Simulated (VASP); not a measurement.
The system is MgO.

```
Mg O
1.0
     0.00000    2.12450    2.12450
     2.12450    0.00000    2.12450
     2.12450    2.12450    0.00000
Mg O
1 1
Direct
  0.00000 0.00000 0.00000
  0.50000 0.50000 0.50000
```

| Item | Value |
| --- | --- |
| Program | VASP 6.6.1 |
| Task | relaxation of cell and atoms |
| Functional | LDA |
| Potentials or basis | VASP PAW LDA potentials, release 64 (Mg, O) |
| Cutoff | 600 eV |
| k mesh | 10 × 10 × 10 |
| Occupations | gaussian, width 0.02 eV |
| Spin | no spin polarisation |

At the start: pressure -11.6 GPa; volume 9.59 Å³/atom.

Problem. How do energy, volume and symmetry change on relaxing?

Solution. Over 3 steps the energy falls by 26.9 meV/atom and the volume is 8.89 Å³/atom (-7.3 %); space group Fm-3m (No. 225, to 0.05 Å).

Step by step:
```csv
step,energy change (eV),largest force (eV/Å),pressure (GPa),volume (Å³)
1,0.0000,0.0000,-11.59,19.18
2,-0.0467,0.0000,5.03,17.32
3,-0.0539,0.0000,0.02,17.78
```

Final structure:
```
Mg O
1.0
     0.00000    2.07158    2.07158
     2.07158    0.00000    2.07158
     2.07158    2.07158    0.00000
Mg O
1 1
Direct
  0.00000 0.00000 0.00000
  0.50000 0.50000 0.50000
```
